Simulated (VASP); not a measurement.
All values below come from PBE GGA, VASP's PBE PAW potentials (set 64) (plane waves; VASP).

A VASP calculation is set up with these files.

KPOINTS:
```
kpoints
0
G
 1 1 1
0 0 0
```

### INCAR
```
SYSTEM = Ga31P32
PREC = Normal
ENCUT = 400
EDIFF = 1E-5
NELM = 100
ALGO = Fast
LREAL = Auto
LASPH = .TRUE.
ISMEAR = 0
SIGMA = 0.05
GGA = PE
LMAXMIX = 4
LWAVE = .TRUE.
LCHARG = .FALSE.
NELMIN = 4
ISYM = 0
ISPIN = 2
NUPDOWN = 3
MAGMOM = 63*0.0476
LORBIT = 10
IBRION = 2
ISIF = 2
NSW = 60
EDIFFG = -0.03
```

POSCAR:
```
Ga31P32
1.0
 11.0671092084   0.0000000000   0.0000000000
  0.0000000000  11.0671092084   0.0000000000
  0.0000000000   0.0000000000  11.0671092084
Ga P
31 32
Cart
  5.5335546042   0.0000000000   0.0000000000
  8.3003319063   2.7667773021   0.0000000000
  8.3003319063   0.0000000000   2.7667773021
  0.0000000000   0.0000000000   0.0000000000
  2.7667773021   2.7667773021   0.0000000000
  5.5335546042   5.5335546042   0.0000000000
  8.3003319063   8.3003319063   0.0000000000
  2.7667773021   0.0000000000   2.7667773021
  5.5335546042   2.7667773021   2.7667773021
  8.3003319063   5.5335546042   2.7667773021
  5.5335546042   0.0000000000   5.5335546042
  8.3003319063   2.7667773021   5.5335546042
  8.3003319063   0.0000000000   8.3003319063
  0.0000000000   5.5335546042   0.0000000000
  2.7667773021   8.3003319063   0.0000000000
  0.0000000000   2.7667773021   2.7667773021
  2.7667773021   5.5335546042   2.7667773021
  5.5335546042   8.3003319063   2.7667773021
  0.0000000000   0.0000000000   5.5335546042
  2.7667773021   2.7667773021   5.5335546042
  8.3003319063   8.3003319063   5.5335546042
  2.7667773021   0.0000000000   8.3003319063
  5.5335546042   2.7667773021   8.3003319063
  8.3003319063   5.5335546042   8.3003319063
  0.0000000000   8.3003319063   2.7667773021
  0.0000000000   5.5335546042   5.5335546042
  2.7667773021   8.3003319063   5.5335546042
  0.0000000000   2.7667773021   8.3003319063
  2.7667773021   5.5335546042   8.3003319063
  5.5335546042   8.3003319063   8.3003319063
  0.0000000000   8.3003319063   8.3003319063
  6.9169432552   1.3833886510   1.3833886510
  9.6837205574   4.1501659532   1.3833886510
  9.6837205574   1.3833886510   4.1501659532
  1.3833886510   1.3833886510   1.3833886510
  4.1501659532   4.1501659532   1.3833886510
  6.9169432552   6.9169432552   1.3833886510
  9.6837205574   9.6837205574   1.3833886510
  4.1501659532   1.3833886510   4.1501659532
  6.9216799780   4.1976106503   4.1905055662
  9.6837205574   6.9169432552   4.1501659532
  6.9169432552   1.3833886510   6.9169432552
  9.6837205574   4.1501659532   6.9169432552
  9.6837205574   1.3833886510   9.6837205574
  1.3833886510   6.9169432552   1.3833886510
  4.1501659532   9.6837205574   1.3833886510
  1.3833886510   4.1501659532   4.1501659532
  4.1609010491   6.9363217635   4.1542607836
  6.9169432552   9.6837205574   4.1501659532
  1.3833886510   1.3833886510   6.9169432552
  4.1624947128   4.1977213214   6.9337541941
  6.9115535731   6.8889656032   6.9560986876
  9.6837205574   9.6837205574   6.9169432552
  4.1501659532   1.3833886510   9.6837205574
  6.9169432552   4.1501659532   9.6837205574
  9.6837205574   6.9169432552   9.6837205574
  1.3833886510   9.6837205574   4.1501659532
  1.3833886510   6.9169432552   6.9169432552
  4.1501659532   9.6837205574   6.9169432552
  1.3833886510   4.1501659532   9.6837205574
  4.1501659532   6.9169432552   9.6837205574
  6.9169432552   9.6837205574   9.6837205574
  1.3833886510   9.6837205574   9.6837205574
```

POTCAR, in this order: Ga P (PBE.64 set). Program: vasp_gam.

Problem. What will the output report for the number of irreducible k-points (NKPTS), largest plane-wave count, FFT grid (NGX, NGY, NGZ)?

Solution. 
```
Item                                          Result
--------------------------------------  ------------
number of irreducible k-points (NKPTS)             1
largest plane-wave count                       12287
FFT grid (NGX, NGY, NGZ)                54 × 54 × 54
```

The cell is a supercell with a defect, built from GaP (zinc blende): vac_Ga.
